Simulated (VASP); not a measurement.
Data:

```
CELL_PARAMETERS angstrom
      0.00000     2.03682     2.03682
      2.03682     0.00000     2.03682
      2.03682     2.03682     0.00000
ATOMIC_POSITIONS crystal
  Au 0.00000 0.00000 0.00000
```

These are MS2 meta-GGA, VASP's PBE PAW potentials (set 64) (plane waves; VASP) values and carry that method's errors. Numerical set-up: 520 eV cut-off, 17×17×17 Γ-centred mesh, tetrahedra with Blöchl corrections, potentials Au.

Task: Give the energies of bands 1 to 7 at the high-symmetry points, in eV from the Fermi level.

Result: 
```tsv
band	Γ	X	U	L	W
1	-10.10	-7.27	-6.63	-7.50	-6.15
2	-4.79	-6.92	-6.00	-4.85	-5.30
3	-4.79	-2.09	-3.95	-4.85	-5.30
4	-4.79	-1.67	-2.98	-2.02	-3.43
5	-3.27	-1.67	-2.13	-2.02	-1.67
6	-3.27	0.85	3.93	-1.16	4.86
7	14.63	5.92	4.62	3.16	6.27
```

It has no gap at this level: it comes out as a metal or semimetal.

The compound is Au in the fcc structure. It was relaxed first.
